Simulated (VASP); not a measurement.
These are r2SCAN+rVV10, VASP's PBE PAW potentials (set 64) (plane waves; VASP) values and carry that method's errors.

VASP input:

**INCAR**
```
SYSTEM = PtSe2
PREC = Accurate; ENCUT = 520; LREAL = F
LASPH = T
EDIFF = 1E-7; NELM = 100; ALGO = Normal
LMAXMIX = 6; LMIXTAU = T
ISMEAR = -5
METAGGA = R2SCAN; LUSE_VDW = T; BPARAM = 11.95
CPARAM = 0.0093
ISIF = 2
LWAVE = F; LCHARG = F; LORBIT = 11
NEDOS = 601
LEFG = T
```

### KPOINTS_OPT
```
k-points along high-symmetry lines
6
Line-mode
Reciprocal
  0.000000   0.000000   0.000000 ! GAMMA
  0.500000  -0.000000   0.000000 ! M

  0.500000  -0.000000   0.000000 ! M
  0.333333   0.333333   0.000000 ! K

  0.333333   0.333333   0.000000 ! K
  0.000000   0.000000   0.000000 ! GAMMA

  0.000000   0.000000   0.000000 ! GAMMA
  0.000000   0.000000   0.500000 ! A

  0.000000   0.000000   0.500000 ! A
  0.500000  -0.000000   0.500000 ! L

  0.500000  -0.000000   0.500000 ! L
  0.333333   0.333333   0.500000 ! H

  0.333333   0.333333   0.500000 ! H
  0.000000   0.000000   0.500000 ! A

  0.500000  -0.000000   0.500000 ! L
  0.500000  -0.000000   0.000000 ! M

  0.333333   0.333333   0.500000 ! H
  0.333333   0.333333   0.000000 ! K
```

**KPOINTS**
```
Automatic
0
Gamma
11 11 7
```

### POSCAR
```
PtSe2
1
    1.8687603328    -3.2367880886     0.0000000000
    1.8687603328     3.2367880886     0.0000000000
    0.0000000000     0.0000000000     5.2613513860
Pt Se
1 2
Direct
  0.0000000000   0.0000000000   0.0000000000
  0.3333330000   0.6666670000   0.2466355333
  0.6666670000   0.3333330000   0.7533644667
```

POTCAR, in this order: Pt Se (PBE.64 set). Program: vasp_std.

Output of the run:

**OSZICAR**
```
       N       E                     dE             d eps       ncg     rms          rms(c)
DAV:   1     0.474660140358E+02    0.47466E+02   -0.10442E+04  2860   0.132E+03
DAV:   2    -0.820498811207E+02   -0.12952E+03   -0.12705E+03  3632   0.240E+02
DAV:   3    -0.871452365202E+02   -0.50954E+01   -0.50752E+01  3471   0.515E+01
DAV:   4    -0.871852815582E+02   -0.40045E-01   -0.40036E-01  3436   0.490E+00
DAV:   5    -0.871857732941E+02   -0.49174E-03   -0.49173E-03  3507   0.512E-01    0.133E+01
DAV:   6    -0.821401352214E+02    0.50456E+01   -0.87447E+00  2960   0.307E+01    0.919E+00
DAV:   7    -0.808725213344E+02    0.12676E+01   -0.14936E+00  2890   0.136E+01    0.431E+00
DAV:   8    -0.809597688925E+02   -0.87248E-01   -0.32051E-01  3184   0.409E+00    0.120E+00
DAV:   9    -0.810058645279E+02   -0.46096E-01   -0.68481E-02  2995   0.267E+00    0.225E-01
DAV:  10    -0.810125303792E+02   -0.66659E-02   -0.12481E-02  3163   0.108E+00    0.139E-01
DAV:  11    -0.810128829487E+02   -0.35257E-03   -0.18382E-03  3016   0.509E-01    0.100E-01
DAV:  12    -0.810128104553E+02    0.72493E-04   -0.16520E-03  2862   0.510E-01    0.505E-02
DAV:  13    -0.810137237869E+02   -0.91333E-03   -0.34187E-04  2904   0.239E-01    0.120E-02
DAV:  14    -0.810137298672E+02   -0.60803E-05   -0.61126E-05  3310   0.611E-02    0.109E-02
DAV:  15    -0.810137768959E+02   -0.47029E-04   -0.13476E-05  2939   0.427E-02    0.380E-03
DAV:  16    -0.810137788339E+02   -0.19379E-05   -0.77242E-07  3541   0.798E-03    0.244E-03
DAV:  17    -0.810137825062E+02   -0.36723E-05   -0.11476E-06  2918   0.112E-02    0.119E-03
DAV:  18    -0.810137811117E+02    0.13945E-05   -0.84959E-08  1851   0.317E-03    0.344E-04
DAV:  19    -0.810137814300E+02   -0.31830E-06   -0.20979E-08  1480   0.149E-03    0.118E-04
DAV:  20    -0.810137811707E+02    0.25930E-06   -0.82227E-09  1438   0.950E-04    0.118E-04
DAV:  21    -0.810137812680E+02   -0.97214E-07   -0.16184E-09  1410   0.388E-04
   1 F= -.81013781E+02 E0= -.81013781E+02  d E =0.000000E+00
       N       E                     dE             ncg
```

**OUTCAR**
```
------------------------ aborting loop because EDIFF is reached ----------------------------------------
  FORCE on cell =-STRESS in cart. coord.  units (eV):
  Direction    XX          YY          ZZ          XY          YZ          ZX
  --------------------------------------------------------------------------------------
  Total       -0.0515983     -0.0515983      0.0472326      0.0000000      0.0000000     -0.0000000
  in kB       -1.2988257     -1.2988259      1.1889331      0.0000000      0.0000000     -0.0000000
  external PRESSURE =      -0.4695729 kB  Pullay stress =       0.0000000 kB
  volume of cell :       63.65
      direct lattice vectors                 reciprocal lattice vectors
     1.868760333 -3.236788089  0.000000000     0.267557049 -0.154474123  0.000000000
     1.868760333  3.236788089  0.000000000     0.267557049  0.154474123  0.000000000
     0.000000000  0.000000000  5.261351386     0.000000000  0.000000000  0.190065237
 POSITION                                       TOTAL-FORCE (eV/Angst)
 -----------------------------------------------------------------------------------
      0.00000      0.00000      0.00000         0.000000      0.000000      0.000000
      1.86876      1.07893      1.29764         0.000000     -0.000000     -0.000750
      1.86876     -1.07893      3.96372        -0.000000      0.000000      0.000750
 -----------------------------------------------------------------------------------
    total drift:                                0.000000     -0.000000      0.000000
  FREE ENERGIE OF THE ION-ELECTRON SYSTEM (eV)
  ---------------------------------------------------
  free  energy   TOTEN  =       -81.0137812680 eV

  energy  without entropy=      -81.0137812680  energy(sigma->0) =      -81.01378127

 total charge

# of ion       s       p       d       tot
------------------------------------------
    1        0.668   0.692   7.980   9.340
    2        1.481   2.274   0.063   3.818
    3        1.481   2.274   0.063   3.818
--------------------------------------------------
tot          3.631   5.240   8.105  16.976

 Electric field gradients after diagonalization (V/A^2)
 (convention: |V_zz| > |V_xx| > |V_yy|)
----------------------------------------------------------------------
 ion       V_xx      V_yy      V_zz     asymmetry (V_yy - V_xx)/ V_zz
----------------------------------------------------------------------
   1     -61.792   -61.792   123.584       0.000
   2      36.796    36.796   -73.592       0.000
   3      36.796    36.796   -73.592       0.000
```
(Selected blocks of OUTCAR.)

### OUTCAR
```
 val. band max:        5.7611605873   @ k =   0.0909  -0.0000   0.0000

 cond. band min:       5.6924415114   @ k =   0.0000   0.2727   0.2857


 Fermi energy:         5.8092211033

 k-point     1 :       0.0000    0.0000    0.0000
  band No.  band energies     occupation
      1     -10.2579      2.00000
      2      -7.6596      2.00000
      3      -1.4585      2.00000
      4      -0.7418      2.00000
      5      -0.7418      2.00000
      6       1.6303      2.00000
      7       1.6303      2.00000
      8       3.0187      2.00000
      9       4.6387      2.00000
     10       4.6387      2.00000
     11       5.9417      0.86274
     12       7.3321      0.00000
     13       7.3321      0.00000
     14       9.9731      0.00000
     15      10.2556      0.00000

 k-point     2 :       0.0909   -0.0000    0.0000
  band No.  band energies     occupation
      1     -10.1643      2.00000
      2      -7.6919      2.00000
      3      -1.3474      2.00000
      4      -0.6898      2.00000
      5      -0.6822      2.00000
      6       1.5117      2.00000
      7       1.5637      2.00000
      8       2.8501      2.00000
      9       4.3156      2.00000
     10       4.5707      2.00000
     11       5.7612      1.93931
     12       7.1066      0.00000
     13       7.3242      0.00000
     14      10.5876      0.00000
     15      10.7806      0.00000

 k-point     3 :       0.1818   -0.0000    0.0000
  band No.  band energies     occupation
      1      -9.8956      2.00000
      2      -7.7812      2.00000
      3      -1.0398      2.00000
      4      -0.5228      2.00000
      5      -0.5223      2.00000
      6       1.0452      2.00000
      7       1.4270      2.00000
      8       2.4327      2.00000
      9       3.8497      2.00000
     10       4.3030      2.00000
     11       5.0851      2.00000
     12       7.0359      0.00000
     13       7.3935      0.00000
     14      11.1844      0.00000
     15      11.8057      0.00000
...
```

For a metal the tetrahedron method with Blöchl corrections gives inexact stress and forces. Unless said otherwise, spin-orbit coupling is left out, though it shifts the bands of the heavy elements here.

The compound is PtSe2 in the 1T layered structure. It was relaxed first.
